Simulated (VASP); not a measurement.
Input:

```xyz
4
Lattice="3.2635 0.0000 0.0000 -1.6318 2.8263 0.0000 0.0000 0.0000 5.1417" Properties=species:S:1:pos:R:3 pbc="T T T"
Mg     0.0000     1.8842     2.5536
Zn     1.6318     0.9421     0.0180
O      0.0000     1.8842     4.5413
O      1.6318     0.9421     1.9982
```

All values below come from PBEsol GGA, VASP's PBE PAW potentials (set 64) (plane waves; VASP 6.6.1). Run with 520 eV cut-off, 14×14×8 Γ-centred mesh, Gaussian smearing of 0.010 eV, potentials Mg Zn O.

**Question.** The job: MgZnO2 (space group P3m1), 4 atoms, PBEsol, optics run with many empty bands, 520 eV, 14×14×8 Γ-centred mesh. Roughly how much core time does it take on a busy server core?

**Answer.** About 5 core-minutes (one run on a shared machine, a rough figure). It had 168 irreducible k-points, 51 bands, up to 1298 plane waves and 15 electronic steps.

The structure comes from a computed database's MgZnO2 entry (P3m1); how it stands against other phases isn't given here. It was relaxed first.
